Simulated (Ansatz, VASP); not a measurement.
# Cross-check of Si7Ge17 (generalised stacking fault on (111) (glide set) of a Ge-Si solid solution) between VASP and Ansatz, part 2 of 2

One calculation is typed for both programs; each brings its own data sets. How far apart do they land? The cell is taken from a series of runs on this material, whose earlier steps may have relaxed, scaled, displaced or heated it; both programs get it as it stands.

VASP 6.6.1 and Ansatz 0.2.0.

So far. Step 2 (Ansatz: single point, PBE): The run ends at a pressure of 3.28 GPa, with forces up to 2.8 eV/Å.

## (3) VASP: single point, PBE

Level of this step: PBE; plane waves and PAW (Ge_d, Si) (VASP).

The same cell, functional, mesh and smearing now go to VASP, with its own data sets.

Lines of VASP's logs that name or quote its potential files are left out, and so is its time.

The input, INCAR:

```
SYSTEM = Si7Ge17
PREC = Accurate
ENCUT = 500
EDIFF = 1E-06
NELM = 120
ISMEAR = -1
SIGMA = 0.05
LREAL = Auto
ALGO = Normal
GGA = PE
NBANDS = 464
LORBIT = 11
LWAVE = .FALSE.
LCHARG = .FALSE.
ISIF = 2
LASPH = .TRUE.
GGA_COMPAT = .FALSE.
EFERMI = MIDGAP
NCORE = 2
```

The input, POSCAR:

```
Si7Ge17
1.0
    6.8486500000      0.0000000000      0.0000000000
    0.0000000000     11.8622100000      0.0000000000
    0.5707000000      0.0000000000     19.5709100000
Ge Si
51 21
Direct
    0.4816200000      0.1718700000      0.0227300000
    0.4796400000      0.1678000000      0.1447000000
    0.8198300000      0.1674500000      0.1859700000
    0.9769500000      0.9992900000      0.1424300000
    0.3081800000      0.9988500000      0.3058200000
    0.6395300000      0.9972800000      0.3498400000
    0.8207600000      0.4877000000      0.1840600000
    0.8165600000      0.4994600000      0.3110800000
    0.9784900000      0.3250700000      0.1456000000
    0.3181500000      0.3309200000      0.1836700000
    0.6358900000      0.3326700000      0.3481300000
    0.1354100000      0.1698900000      0.3490200000
    0.1235300000      0.1711500000      0.4784900000
    0.7791700000      0.1612300000      0.6773400000
    0.9613200000      0.9956200000      0.5153800000
    0.9401700000      0.0076400000      0.6357700000
    0.2593900000      0.9949800000      0.8027100000
    0.6075100000      0.0049000000      0.8456800000
    0.4906700000      0.8329400000      0.0215300000
    0.8273200000      0.8317500000      0.1868400000
    0.8073500000      0.8360200000      0.3124300000
    0.9957700000      0.6721000000      0.0248400000
    0.9946700000      0.6784100000      0.1418900000
    0.3162900000      0.6656600000      0.1846300000
    0.3186700000      0.6646000000      0.3094400000
    0.6491700000      0.6621500000      0.3485500000
    0.6308900000      0.6628200000      0.4719600000
    0.1405800000      0.5065300000      0.3524400000
    0.1294200000      0.4923800000      0.4743700000
    0.4517300000      0.5009800000      0.5174500000
    0.4535500000      0.5073700000      0.6375600000
    0.7736000000      0.4991900000      0.6817400000
    0.7703900000      0.5017500000      0.8031100000
    0.2784800000      0.3353100000      0.6789200000
    0.2752500000      0.3362600000      0.8010600000
    0.6080500000      0.3360100000      0.8468600000
    0.5921100000      0.3365100000      0.9680800000
    0.0973900000      0.1702200000      0.8481600000
    0.0845700000      0.1688300000      0.9665200000
    0.1288100000      0.8217700000      0.3508900000
    0.1249100000      0.8354800000      0.4716400000
    0.4550600000      0.8304100000      0.5127800000
    0.4498700000      0.8400100000      0.6429600000
    0.7911800000      0.8329800000      0.6836100000
    0.7584000000      0.8342500000      0.8052400000
    0.9531200000      0.6677000000      0.5171000000
    0.9482400000      0.6619300000      0.6425300000
    0.2786400000      0.6732700000      0.6790000000
    0.2665400000      0.6688400000      0.8062400000
    0.5919600000      0.6590000000      0.8455600000
    0.0955100000      0.8328300000      0.8497300000
    0.7862200000      0.1700000000      0.3105800000
    0.9994600000      0.9978600000      0.0275900000
    0.3184600000      0.9947900000      0.1841800000
    0.6271000000      0.0007200000      0.4721900000
    0.5003500000      0.4999000000      0.0227400000
    0.4936600000      0.4943800000      0.1396700000
    0.9945600000      0.3303100000      0.0185600000
    0.3035500000      0.3361100000      0.3100800000
    0.6238500000      0.3336200000      0.4744700000
    0.4456400000      0.1686800000      0.5163800000
    0.4471200000      0.1654700000      0.6427200000
    0.7682100000      0.1689100000      0.8052200000
    0.2682600000      0.9929500000      0.6803500000
    0.5883100000      0.0024900000      0.9726300000
    0.4909700000      0.8358300000      0.1487200000
    0.9647100000      0.3348400000      0.5160100000
    0.9372500000      0.3354600000      0.6389800000
    0.5815400000      0.6635700000      0.9738900000
    0.0881200000      0.4935600000      0.8428700000
    0.0920800000      0.5023300000      0.9682400000
    0.0712200000      0.8339600000      0.9674100000
```

The input, KPOINTS:

```
Automatic mesh
0
Gamma
1 1 1
0 0 0
```

The projector-augmented-wave data sets are Ge_d and Si (PBE family, release 64).

On the command line:

```bash
$ mpirun -np 8 vasp_gam
```

Numbers of over 12 decimals in the logs are rounded to 6 here.

The program printed:

```text
[banner, memory and clock lines left out]
running    8 mpi-ranks, on    1 nodes
[...]
LDA part: xc-table for (Slater+PW92), standard interpolation
 POSCAR, INCAR and KPOINTS ok, starting setup
[...]
entering main loop
       N       E                     dE             d eps       ncg     rms          rms(c)
DAV:   1     0.179371735578E+05    0.17937E+05   -0.30011E+05   976   0.482E+03
DAV:   2     0.413167067366E+04   -0.13806E+05   -0.13344E+05   928   0.118E+03
DAV:   3     0.556645668349E+03   -0.35750E+04   -0.34370E+04   928   0.324E+02
DAV:   4    -0.251755431515E+03   -0.80840E+03   -0.74679E+03  1080   0.139E+02
[...]
DAV:  17    -0.327678380053E+03   -0.10207E-04   -0.10102E-04  1016   0.526E-02    0.487E-03
DAV:  18    -0.327678380062E+03   -0.88767E-08   -0.11121E-05   816   0.393E-02    0.270E-03
DAV:  19    -0.327678380191E+03   -0.12841E-06   -0.15594E-06   664   0.238E-02
   1 F= -.32767838E+03 E0= -.32762687E+03  d E =-.103017E+00
```

Parts of OUTCAR (step 3):

```text
 POSITION                                       TOTAL-FORCE (eV/Angst)
 -----------------------------------------------------------------------------------
      3.31142      2.03876      0.44485        -1.169377     -0.814757     -0.470542
      3.36747      1.99048      2.83191         0.732863     -1.274170      0.221871
      5.72086      1.98633      3.63960        -1.594686     -1.066272      1.112440
      6.77207     11.85379      2.78748         1.425660      0.070374      1.051149
      2.28515     11.84857      5.98518        -0.265249     -0.463423      0.168988
      4.57957     11.82994      6.84669        -0.755170      1.096642      0.554638
      5.72614      5.78520      3.60222        -0.633145      2.262248      0.309388
      5.76987      5.92470      6.08812         0.193432     -0.745552     -1.011573
      6.78443      3.85605      2.84952         1.743741      0.560322     -1.763923
      2.28372      3.92544      3.59459        -0.706250      0.973048      0.958126
      4.55367      3.94620      6.81322        -1.066798      0.618648      1.059589
      1.12656      2.01527      6.83064        -0.898239     -0.093825      0.312535
      1.11909      2.03022      9.36448         0.330516     -0.574498     -0.840577
      5.72282      1.91254     13.25616        -1.124126      2.166236      1.406964
[...]
-----------------------------------------------------------------------------------
    total drift:                               -0.009898      0.003973     -0.015478

  FREE ENERGIE OF THE ION-ELECTRON SYSTEM (eV)
  ---------------------------------------------------
  free  energy   TOTEN  =      -327.6783801907 eV

  energy  without entropy=     -327.5753633138  energy(sigma->0) =     -327.62687175
```

The run ends at a pressure of 3.14 GPa, with forces up to 2.8 eV/Å.

## (4) Side by side

Known differences besides the potentials themselves: the cutoff is 420 eV in Ansatz and 500 eV in VASP (PREC = Accurate, projectors in real space). Total energies have different zeros and are not compared.

The two programs side by side:

| quantity | Ansatz | VASP | difference |
| --- | --- | --- | --- |
| pressure (GPa) | 3.28 | 3.14 | +0.14 |
| gap on the k mesh (eV) | 0.211 | 0.209 | +0.001 |

Forces on 10 of the 72 atoms, those with the largest forces and the largest differences (eV/Å; atoms numbered as in POSCAR):

| atom | Ansatz x, y, z | VASP x, y, z |
| --- | --- | --- |
| Ge3 | -1.595, -1.069, 1.111 | -1.595, -1.066, 1.112 |
| Ge4 | 1.423, 0.071, 1.064 | 1.426, 0.070, 1.051 |
| Ge7 | -0.630, 2.266, 0.311 | -0.633, 2.262, 0.309 |
| Ge9 | 1.745, 0.561, -1.765 | 1.744, 0.560, -1.764 |
| Ge14 | -1.121, 2.165, 1.409 | -1.124, 2.166, 1.407 |
| Ge16 | 1.682, -2.056, 0.203 | 1.684, -2.054, 0.202 |
| Ge23 | -0.088, -2.353, 0.884 | -0.086, -2.350, 0.878 |
| Ge39 | 0.997, -1.352, 1.169 | 0.991, -1.343, 1.174 |
| Si53 | -0.926, 0.264, -2.224 | -0.927, 0.267, -2.217 |
| Si58 | -1.359, 1.403, 0.685 | -1.355, 1.394, 0.679 |

The forces differ by 3.5 meV/Å r.m.s., which is 0.4 % of the r.m.s. force of 0.845 eV/Å (both taken over all components). A gap on the mesh is an upper bound, since the band edges may lie between its points.

## (5) Outcome

| Property | Result |
| --- | --- |
| r.m.s. force difference (single point, PBE) | 0.42 % of the r.m.s. force |

In words: The r.m.s. force difference is 0.42 % of the r.m.s. force (single point, PBE), within the 3 % picked in this series as the mark of a large difference. Such differences can come from data sets, numerical settings and the points named under the comparisons, not from the functional's error against experiment.

[Lines on the potential files, build, host, timing and source positions are cut from VASP's logs without a mark.]

[Logs are printed without paths, hosts, clocks, repeated set-up lines and the standing remarks that a program may print on its own settings, such as how far it seeks lower states.]

[Hosts, paths, dates, database ids (printed as entryN), source tags and the programs' standing remarks are cut or masked in the printed files.]
